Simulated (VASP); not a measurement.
All values below come from PBEsol GGA, VASP's PBE PAW potentials (set 64) (plane waves; VASP 6.6.1).

A VASP calculation is set up with these files.

### KPOINTS
```
kpoints
0
G
 8 8 6
```

File POSCAR:
```
Zn2SeS
1
    3.8887881946     0.0000000000    -0.0000000000
    0.0000000000     3.8887881946     0.0000000000
    0.0000000000     0.0000000000     5.4838764441
Zn Se S
2 1 1
Direct
  0.5000000000   1.0000000000   0.7632217481
  0.0000000000   0.5000000000   0.2367782519
  0.0000000000   1.0000000000   0.5000000000
  0.5000000000   0.5000000000   0.0000000000
```

INCAR:
```
SYSTEM = Zn2SeS
PREC = Accurate; ENCUT = 400; LREAL = .FALSE.
LASPH = .TRUE.
EDIFF = 1E-8; NELM = 100; ALGO = Normal
LMAXMIX = 4
ISMEAR = 0; SIGMA = 0.01
GGA = PS
IBRION = 8; NSW = 1
LWAVE = .FALSE.; LCHARG = .FALSE.
LEPSILON = .TRUE.
```

POTCAR, in this order: Zn Se S (PBE.64 set). Program: vasp_std.

What VASP printed:

File OSZICAR:
```
...
RMM:   2    -0.210914175211E+00    0.14057E-02   -0.33119E-03  8649   0.429E-01    0.128E-01
RMM:   3    -0.210718948488E+00    0.19523E-03   -0.11312E-04  9693   0.699E-02    0.757E-02
RMM:   4    -0.210437057757E+00    0.28189E-03   -0.18732E-05  9656   0.264E-02    0.370E-03
RMM:   5    -0.210431065903E+00    0.59919E-05   -0.74029E-07  9920   0.506E-03    0.209E-03
RMM:   6    -0.210429978318E+00    0.10876E-05   -0.51166E-07  9812   0.277E-03    0.454E-04
RMM:   7    -0.210431068886E+00   -0.10906E-05    0.42400E-08  9946   0.844E-04    0.225E-04
RMM:   8    -0.210431342167E+00   -0.27328E-06   -0.13474E-08  9867   0.385E-04    0.510E-05
RMM:   9    -0.210431159797E+00    0.18237E-06    0.28792E-09 10058   0.102E-04    0.236E-05
RMM:  10    -0.210431027889E+00    0.13191E-06    0.21271E-09  9597   0.464E-05    0.447E-06
RMM:  11    -0.210431042166E+00   -0.14276E-07    0.68423E-10  9822   0.163E-05    0.200E-06
RMM:  12    -0.210431058331E+00   -0.16166E-07   -0.13803E-10  8052   0.778E-06    0.625E-07
RMM:  13    -0.210431059716E+00   -0.13843E-08    0.55471E-10  5736   0.470E-06    0.173E-07
 Linear response progress:
  Degree of freedom:   3/  7
       N       E                     dE             d eps       ncg     rms          rms(c)
RMM:   1    -0.215829596012E+00   -0.21583E+00   -0.35630E-03  6726   0.194E+00
RMM:   2    -0.213777013812E+00    0.20526E-02   -0.31870E-03  6711   0.416E-01    0.122E-01
RMM:   3    -0.213415567037E+00    0.36145E-03   -0.25930E-04  7358   0.861E-02    0.697E-02
RMM:   4    -0.213087197995E+00    0.32837E-03   -0.10750E-04  7410   0.490E-02    0.191E-02
RMM:   5    -0.213016505354E+00    0.70693E-04   -0.82865E-06  7556   0.155E-02    0.506E-03
RMM:   6    -0.213028286066E+00   -0.11781E-04   -0.58929E-07  7589   0.462E-03    0.141E-03
RMM:   7    -0.213032500757E+00   -0.42147E-05   -0.40310E-08  7567   0.121E-03    0.413E-04
RMM:   8    -0.213033716155E+00   -0.12154E-05    0.86763E-09  6988   0.522E-04    0.964E-05
RMM:   9    -0.213033550611E+00    0.16554E-06   -0.58138E-10  7309   0.241E-04    0.466E-05
RMM:  10    -0.213033563621E+00   -0.13010E-07   -0.30241E-10  7553   0.100E-04    0.130E-05
RMM:  11    -0.213033634852E+00   -0.71231E-07    0.47449E-10  7458   0.315E-05    0.628E-06
RMM:  12    -0.213033661614E+00   -0.26762E-07    0.92971E-11  7580   0.152E-05    0.318E-06
RMM:  13    -0.213033664791E+00   -0.31768E-08    0.80298E-11  6280   0.753E-06    0.758E-07
 Linear response progress:
  Degree of freedom:   4/  7
       N       E                     dE             d eps       ncg     rms          rms(c)
RMM:   1    -0.848288276801E-01   -0.84829E-01    0.98783E-02 13166   0.153E+00
RMM:   2    -0.836439764707E-01    0.11849E-02   -0.36024E-03  8457   0.488E-01    0.119E-01
RMM:   3    -0.838751046147E-01   -0.23113E-03   -0.29446E-04  9677   0.111E-01    0.660E-02
RMM:   4    -0.841530708479E-01   -0.27797E-03   -0.64503E-05  9557   0.456E-02    0.942E-03
RMM:   5    -0.841699634006E-01   -0.16893E-04   -0.28201E-06  9783   0.115E-02    0.415E-03
RMM:   6    -0.841677745012E-01    0.21889E-05    0.59921E-08  9838   0.336E-03    0.199E-03
RMM:   7    -0.841658428043E-01    0.19317E-05   -0.54824E-08  9835   0.138E-03    0.394E-04
RMM:   8    -0.841683339902E-01   -0.24912E-05    0.38012E-08  9787   0.574E-04    0.834E-05
RMM:   9    -0.841686829169E-01   -0.34893E-06    0.27400E-08  9999   0.207E-04    0.292E-05
RMM:  10    -0.841685930036E-01    0.89913E-07    0.22145E-08 10009   0.581E-05    0.149E-05
RMM:  11    -0.841686048059E-01   -0.11802E-07    0.10931E-08  9770   0.246E-05    0.490E-06
RMM:  12    -0.841686018218E-01    0.29841E-08    0.49041E-09  6955   0.894E-06    0.177E-06
 Linear response progress:
  Degree of freedom:   5/  7
       N       E                     dE             d eps       ncg     rms          rms(c)
RMM:   1    -0.962972450963E-01   -0.96297E-01    0.11245E-01 11016   0.167E+00
RMM:   2    -0.943248328544E-01    0.19724E-02   -0.55256E-03  6281   0.658E-01    0.160E-01
RMM:   3    -0.944551804377E-01   -0.13035E-03   -0.85847E-04  7283   0.182E-01    0.873E-02
RMM:   4    -0.946687291903E-01   -0.21355E-03   -0.16125E-04  6693   0.675E-02    0.177E-02
RMM:   5    -0.946676418795E-01    0.10873E-05   -0.25033E-05  7081   0.218E-02    0.601E-03
RMM:   6    -0.946568088924E-01    0.10833E-04   -0.45820E-06  7458   0.615E-03    0.202E-03
RMM:   7    -0.946583689244E-01   -0.15600E-05   -0.12222E-06  7198   0.199E-03    0.610E-04
RMM:   8    -0.946587206754E-01   -0.35175E-06   -0.24810E-07  7560   0.632E-04    0.109E-04
RMM:   9    -0.946588799509E-01   -0.15928E-06   -0.14960E-07  6960   0.223E-04    0.591E-05
RMM:  10    -0.946589442991E-01   -0.64348E-07   -0.42833E-08  6906   0.103E-04    0.115E-05
RMM:  11    -0.946589516088E-01   -0.73097E-08   -0.84270E-09  7637   0.325E-05    0.931E-06
 Linear response progress:
  Degree of freedom:   6/  7
       N       E                     dE             d eps       ncg     rms          rms(c)
RMM:   1    -0.110701533584E+00   -0.11070E+00    0.59663E-02 13881   0.203E+00
RMM:   2    -0.107193936458E+00    0.35076E-02   -0.71161E-03  8531   0.649E-01    0.168E-01
RMM:   3    -0.107551373045E+00   -0.35744E-03   -0.51189E-04  9620   0.151E-01    0.798E-02
RMM:   4    -0.107848601423E+00   -0.29723E-03   -0.92555E-05  9491   0.511E-02    0.205E-02
RMM:   5    -0.107893403843E+00   -0.44802E-04   -0.65288E-06  9775   0.146E-02    0.920E-03
RMM:   6    -0.107877038587E+00    0.16365E-04   -0.51198E-07  9565   0.480E-03    0.407E-03
RMM:   7    -0.107882361322E+00   -0.53227E-05   -0.62638E-08  9399   0.160E-03    0.106E-03
RMM:   8    -0.107883436851E+00   -0.10755E-05   -0.18492E-08  9945   0.569E-04    0.109E-04
RMM:   9    -0.107882760595E+00    0.67626E-06    0.17218E-08  9597   0.175E-04    0.441E-05
RMM:  10    -0.107882666726E+00    0.93869E-07    0.10724E-08  9906   0.713E-05    0.134E-05
RMM:  11    -0.107882764827E+00   -0.98101E-07    0.20554E-08  9296   0.244E-05    0.424E-06
RMM:  12    -0.107882807923E+00   -0.43096E-07    0.13192E-08  9272   0.142E-05    0.990E-07
RMM:  13    -0.107882805877E+00    0.20463E-08    0.13432E-08  6593   0.698E-06    0.832E-07
 Linear response progress:
  Degree of freedom:   7/  7
       N       E                     dE             d eps       ncg     rms          rms(c)
RMM:   1    -0.121882372016E+00   -0.12188E+00    0.56493E-02 11178   0.208E+00
RMM:   2    -0.117426985676E+00    0.44554E-02   -0.82210E-03  6367   0.760E-01    0.187E-01
RMM:   3    -0.117592680156E+00   -0.16569E-03   -0.88175E-04  7371   0.187E-01    0.975E-02
RMM:   4    -0.117816979896E+00   -0.22430E-03   -0.14741E-04  6470   0.654E-02    0.262E-02
RMM:   5    -0.117828015045E+00   -0.11035E-04   -0.29959E-05  7117   0.243E-02    0.888E-03
RMM:   6    -0.117813048990E+00    0.14966E-04   -0.71332E-06  7053   0.685E-03    0.406E-03
RMM:   7    -0.117814958338E+00   -0.19093E-05   -0.14821E-06  7536   0.183E-03    0.236E-03
RMM:   8    -0.117819808569E+00   -0.48502E-05   -0.11858E-06  6292   0.161E-03    0.349E-04
RMM:   9    -0.117819445582E+00    0.36299E-06   -0.23410E-07  7554   0.423E-04    0.729E-05
RMM:  10    -0.117818757287E+00    0.68830E-06   -0.45897E-08  7134   0.150E-04    0.494E-05
RMM:  11    -0.117819123123E+00   -0.36584E-06   -0.34553E-08  6326   0.904E-05    0.746E-06
RMM:  12    -0.117819150098E+00   -0.26974E-07   -0.14822E-09  7608   0.282E-05    0.783E-06
RMM:  13    -0.117819145109E+00    0.49886E-08    0.31385E-09  6680   0.120E-05    0.106E-06
 Linear response finished
```

File OUTCAR:
```
------------------------ aborting loop because EDIFF is reached ----------------------------------------

 HEAD OF MICROSCOPIC STATIC DIELECTRIC TENSOR (INDEPENDENT PARTICLE, excluding Hartree and local field effects)
 ------------------------------------------------------
           7.308098     0.000000     0.000000
           0.000000     7.308098     0.000000
           0.000000     0.000000     7.212412
 ------------------------------------------------------

 MACROSCOPIC STATIC DIELECTRIC TENSOR (including local field effects in DFT)
 ------------------------------------------------------
           6.870925     0.000000    -0.000000
           0.000000     6.870925     0.000000
           0.000000    -0.000000     6.752915
 ------------------------------------------------------

 PIEZOELECTRIC TENSOR (including local field effects)  for field in x, y, z        (e  Angst)
          XX          YY          ZZ          XY          YZ          ZX
  --------------------------------------------------------------------------------
  x     0.00000     0.00000     0.00000     0.00000     0.00000     3.52511
  y    -0.00000     0.00000     0.00000     0.00000    -3.52511     0.00000
  z     3.56199    -3.56199     0.00000     0.00000     0.00000     0.00000

 PIEZOELECTRIC TENSOR (including local field effects)  for field in x, y, z        (C/m^2)
          XX          YY          ZZ          XY          YZ          ZX
  --------------------------------------------------------------------------------
  x     0.00000     0.00000     0.00000     0.00000     0.00000     0.68103
  y    -0.00000     0.00000     0.00000     0.00000    -0.68103     0.00000
  z     0.68816    -0.68816     0.00000     0.00000     0.00000     0.00000

 BORN EFFECTIVE CHARGES (including local field effects) (in |e|, cummulative output)
 ---------------------------------------------------------------------------------
 ion    1
    1     2.01417     0.00000     0.00000
    2     0.00000     1.99942     0.00000
    3     0.00000     0.00000     1.99761
 ion    2
    1     1.99942     0.00000     0.00000
    2     0.00000     2.01417     0.00000
    3     0.00000     0.00000     1.99761
 ion    3
    1    -1.83407     0.00000     0.00000
    2     0.00000    -1.83407     0.00000
    3     0.00000     0.00000    -1.94255
 ion    4
    1    -2.17952     0.00000     0.00000
    2     0.00000    -2.17952    -0.00000
    3     0.00000     0.00000    -2.05267

   1 f  =    8.573380 THz    53.868132 2PiTHz  285.977160 cm-1    35.456633 meV
             X         Y         Z           dx          dy          dz
      1.944394  0.000000  4.185414     0.000000    0.000000    0.233157
      0.000000  1.944394  1.298463    -0.000000   -0.000000    0.233157
      0.000000  0.000000  2.741938    -0.000000    0.000000    0.168307
      1.944394  1.944394  0.000000     0.000000   -0.000000   -0.928950

   2 f  =    8.560255 THz    53.785671 2PiTHz  285.539383 cm-1    35.402356 meV
             X         Y         Z           dx          dy          dz
      1.944394  0.000000  4.185414     0.007047    0.442125   -0.000000
      0.000000  1.944394  1.298463    -0.167102   -0.018646   -0.000000
      0.000000  0.000000  2.741938    -0.049705    0.131511   -0.000000
      1.944394  1.944394  0.000000     0.307489   -0.813566    0.000000

   3 f  =    8.560255 THz    53.785671 2PiTHz  285.539383 cm-1    35.402356 meV
             X         Y         Z           dx          dy          dz
      1.944394  0.000000  4.185414    -0.018646    0.167102   -0.000000
      0.000000  1.944394  1.298463     0.442125   -0.007047   -0.000000
      0.000000  0.000000  2.741938     0.131511    0.049705    0.000000
      1.944394  1.944394  0.000000    -0.813566   -0.307489    0.000000

   4 f  =    6.586428 THz    41.383750 2PiTHz  219.699603 cm-1    27.239267 meV
             X         Y         Z           dx          dy          dz
      1.944394  0.000000  4.185414     0.070907    0.121001    0.000000
      0.000000  1.944394  1.298463     0.012398    0.692045   -0.000000
      0.000000  0.000000  2.741938    -0.071870   -0.701436    0.000000
      1.944394  1.944394  0.000000    -0.006505   -0.063489    0.000000

   5 f  =    6.586428 THz    41.383750 2PiTHz  219.699603 cm-1    27.239267 meV
             X         Y         Z           dx          dy          dz
      1.944394  0.000000  4.185414    -0.692045    0.012398    0.000000
      0.000000  1.944394  1.298463    -0.121001    0.070907   -0.000000
      0.000000  0.000000  2.741938     0.701436   -0.071870   -0.000000
      1.944394  1.944394  0.000000     0.063489   -0.006505    0.000000

   6 f  =    6.406213 THz    40.251424 2PiTHz  213.688269 cm-1    26.493957 meV
             X         Y         Z           dx          dy          dz
      1.944394  0.000000  4.185414     0.000000    0.000000    0.419444
      0.000000  1.944394  1.298463     0.000000   -0.000000    0.419444
      0.000000  0.000000  2.741938    -0.000000    0.000000   -0.802426
      1.944394  1.944394  0.000000    -0.000000    0.000000    0.065169

   7 f  =    6.187862 THz    38.879481 2PiTHz  206.404848 cm-1    25.590928 meV
             X         Y         Z           dx          dy          dz
      1.944394  0.000000  4.185414    -0.000000    0.000000   -0.707107
      0.000000  1.944394  1.298463    -0.000000    0.000000    0.707107
      0.000000  0.000000  2.741938     0.000000   -0.000000   -0.000000
      1.944394  1.944394  0.000000    -0.000000   -0.000000   -0.000000

   8 f  =    2.276402 THz    14.303054 2PiTHz   75.932588 cm-1     9.414437 meV
             X         Y         Z           dx          dy          dz
      1.944394  0.000000  4.185414    -0.035114    0.699039   -0.000000
      0.000000  1.944394  1.298463     0.049803   -0.492866   -0.000000
      0.000000  0.000000  2.741938    -0.028163   -0.395302   -0.000000
      1.944394  1.944394  0.000000     0.023317    0.327283   -0.000000

   9 f  =    2.276402 THz    14.303054 2PiTHz   75.932588 cm-1     9.414437 meV
             X         Y         Z           dx          dy          dz
      1.944394  0.000000  4.185414     0.492866    0.049803    0.000000
      0.000000  1.944394  1.298463    -0.699039   -0.035114   -0.000000
      0.000000  0.000000  2.741938     0.395302   -0.028163   -0.000000
...
```
(Selected blocks of OUTCAR.)

### OUTCAR
```
 val. band max:        1.9896564764   @ k =   0.0000   0.0000   0.0000

 cond. band min:       3.5503603369   @ k =   0.0000   0.0000   0.0000


 Fermi energy:         2.0793880223

 k-point     1 :       0.0000    0.0000    0.0000
  band No.  band energies     occupation
      1     -11.4299      2.00000
      2     -10.2078      2.00000
      3      -4.6647      2.00000
      4      -4.6211      2.00000
      5      -4.6211      2.00000
      6      -4.5824      2.00000
      7      -4.2976      2.00000
      8      -4.2976      2.00000
      9      -4.1612      2.00000
     10      -4.1607      2.00000
     11      -4.0922      2.00000
     12      -3.9471      2.00000
     13      -2.8447      2.00000
     14      -0.4274      2.00000
     15      -0.4274      2.00000
     16       1.9328      2.00000
     17       1.9897      2.00000
     18       1.9897      2.00000
     19       3.5504      0.00000
     20       4.9567      0.00000
     21       5.5539      0.00000
     22       7.9645      0.00000

 k-point     2 :       0.1250    0.0000    0.0000
  band No.  band energies     occupation
      1     -11.3527      2.00000
      2     -10.2081      2.00000
      3      -4.6331      2.00000
      4      -4.6209      2.00000
      5      -4.6106      2.00000
      6      -4.5625      2.00000
      7      -4.3121      2.00000
      8      -4.2948      2.00000
      9      -4.1651      2.00000
     10      -4.1582      2.00000
     11      -4.1031      2.00000
     12      -3.9003      2.00000
     13      -2.8455      2.00000
     14      -0.8244      2.00000
     15      -0.3199      2.00000
     16       1.0982      2.00000
     17       1.6865      2.00000
     18       1.9450      2.00000
     19       4.2779      0.00000
     20       5.2919      0.00000
     21       6.1328      0.00000
     22       7.7806      0.00000

 k-point     3 :       0.2500    0.0000    0.0000
  band No.  band energies     occupation
      1     -11.1386      2.00000
...
```

The dielectric response may not be converged in the k-mesh; for small gaps it tends to come out too large.

The structure comes from a computed database's Zn2SeS entry (P-4m2); how it stands against other phases isn't given here. It was relaxed first.
